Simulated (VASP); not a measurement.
Input for VASP

### INCAR
```
! general
SYSTEM   =  Na3Cd
PREC     =  Accurate
ENCUT    =  300
LREAL    =  .FALSE.
LASPH    =  .TRUE.

! electronic loop
EDIFF    =  1E-6
NELM     =  100
ALGO     =  Normal
LMAXMIX  =  4

! smearing
ISMEAR   =  -1
SIGMA    =  0.1

! ions
IBRION   =  2
NSW      =  50
ISIF     =  3
EDIFFG   =  -0.01

! output
LWAVE    =  .FALSE.
LCHARG   =  .FALSE.
```

### KPOINTS
```
K-points
0
gamma
 10 10 10
0 0 0
```

### POSCAR
```
Na3Cd
1
    0.0000000000     3.8762400000     3.8762400000
    3.8762400000     0.0000000000     3.8762400000
    3.8762400000     3.8762400000     0.0000000000
Na Cd
3 1
Direct
  0.2500000000   0.2500000000   0.2500000000
  0.7500000000   0.7500000000   0.7500000000
  0.5000000000   0.5000000000   0.5000000000
  0.0000000000   0.0000000000   0.0000000000
```

POTCAR, in this order: Na_pv Cd (LDA.64 set). Program: vasp_std.

### Question
Write an equivalent input for Quantum ESPRESSO's pw.x.

### Answer
One equivalent input (not run):
```
&CONTROL
  calculation = 'vc-relax'
  pseudo_dir = './pseudo'
  outdir = './out'
  tprnfor = .true.
  tstress = .true.
  nstep = 50
  forc_conv_thr = 0.00039
/
&SYSTEM
  ibrav = 0
  nat = 4
  ntyp = 2
  ecutwfc = 102
  occupations = 'smearing'
  smearing = 'fermi-dirac'
  degauss = 0.00735
  input_dft = 'pz'
/
&ELECTRONS
  conv_thr = 7.3e-08
  electron_maxstep = 100
/
&IONS
/
&CELL
/
ATOMIC_SPECIES
  Na 22.990 Na.upf
  Cd 112.414 Cd.upf
CELL_PARAMETERS angstrom
     0.0000000    3.8762400    3.8762400
     3.8762400    0.0000000    3.8762400
     3.8762400    3.8762400    0.0000000
ATOMIC_POSITIONS crystal
  Na   0.2500000  0.2500000  0.2500000
  Na   0.7500000  0.7500000  0.7500000
  Na   0.5000000  0.5000000  0.5000000
  Cd   0.0000000  0.0000000  0.0000000
K_POINTS automatic
  10 10 10 0 0 0
```
What does not carry over: the potentials are each code's own (VASP's PAW set, PseudoDojo norm-conserving files in pw.x), so ENCUT and ecutwfc are chosen apart and not converted; conv_thr bounds pw.x's estimated SCF error, while EDIFF bounds the energy change between steps; forc_conv_thr acts on force components and is met together with etot_conv_thr.

The structure comes from a computed database's Na3Cd entry (Fm-3m); how it stands against other phases isn't given here. This run relaxes it. Symmetry was kept, so distortions that lower it aren't found. The run is one of a series of settings (EDIFFG = -0.01, IBRION = 2, ISIF = 3, NSW = 50 against the base run), some of them coarse on purpose.
